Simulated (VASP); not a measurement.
## KGeCl$_{3}$ (space group Cm): computed properties

All values below come from LDA (Ceperley-Alder, Perdew-Zunger), VASP's LDA PAW potentials (set 64) (plane waves; VASP).

```json
{
  "space_group": "Cm (8)",
  "cell": "a = 7.254 Å, b = 7.224 Å, c = 5.144 Å, α = γ = 90.00°, β = 91.53°",
  "volume_per_atom": "26.94 Å³/atom",
  "band gap (over mesh and band path)": "0.84 eV",
  "smallest direct gap (over mesh and band path)": "0.84 eV",
  "band_edge_character_without_spin_orbit_coupling": "indirect, M2 to D",
  "band_gap_with_spin_orbit_coupling": "0.71 eV",
  "density": "2.69 g/cm³"
}
```

```cif
data_Cl6Ge2K2
_chemical_formula_sum 'K2 Ge2 Cl6'
_space_group_name_H-M_alt 'Cm'
_space_group_IT_number 8
_space_group_name_Hall 'C -2y'
_cell_length_a 7.25357
_cell_length_b 7.22421
_cell_length_c 5.14357
_cell_angle_alpha 90.000
_cell_angle_beta 91.535
_cell_angle_gamma 90.000
loop_
_space_group_symop_operation_xyz
  'x, y, z'
  'x, -y, z'
  'x+1/2, y+1/2, z'
  'x+1/2, -y+1/2, z'
loop_
_atom_site_label
_atom_site_type_symbol
_atom_site_symmetry_multiplicity
_atom_site_Wyckoff_symbol
_atom_site_fract_x
_atom_site_fract_y
_atom_site_fract_z
_atom_site_occupancy
K1 K 2 a 0.48919 0.50000 0.06532 1
Ge1 Ge 2 a 0.49237 0.00000 0.47042 1
Cl1 Cl 4 b 0.25688 0.24387 0.45477 1
Cl2 Cl 2 a 0.49706 0.00000 0.99107 1
```
(The calculation used a cell of 5 atoms; values per cell refer to that cell.)

The path is coarsely sampled, so an indirect gap can come out somewhat too large.

The structure comes from a computed database's KGeCl3 entry (Cm); how it stands against other phases isn't given here. It was relaxed first, which changed the volume by -12 %. Symmetry was kept, so distortions that lower it aren't found.
